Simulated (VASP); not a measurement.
Data:

```
HfTe
1.0
    0.00000     3.38040     3.38040
    3.38040     0.00000     3.38040
    3.38040     3.38040     0.00000
Hf Te
1 1
Direct
  0.00000   0.00000   0.00000
  0.50000   0.50000   0.50000
```

Method: PBEsol GGA, VASP's PBE PAW potentials (set 64) (plane waves; VASP 6.6.1). Settings: 400 eV cut-off, 9×9×9 Γ-centred mesh, first-order Methfessel-Paxton smearing of 0.10 eV, potentials Hf_pv Te.

Energy and stress use the plane-wave basis of the starting cell.

### Question
The ions, cell shape and volume are relaxed. Predict the relaxed structure.

### Answer

```
HfTe
1.0
    0.00000     2.87281     2.87281
    2.87281     0.00000     2.87281
    2.87281     2.87281     0.00000
Hf Te
1 1
Direct
  0.00000   0.00000   0.00000
  0.50000   0.50000   0.50000
```
Space group Fm-3m (225), at a tolerance of 0.03 Å.

### Question
How do energy and volume change from the first to the last step?

### Answer
The energy (σ→0) changes by -1088.2 meV/atom and the volume by -38.6 %, in 6 ionic steps.

The structure was generated: HfTe was put into the rock salt type (Fm-3m), which need not be its known phase. This run relaxes it. Symmetry was kept, so distortions that lower it aren't found. VASP warned that the highest band is occupied, so more bands are needed.
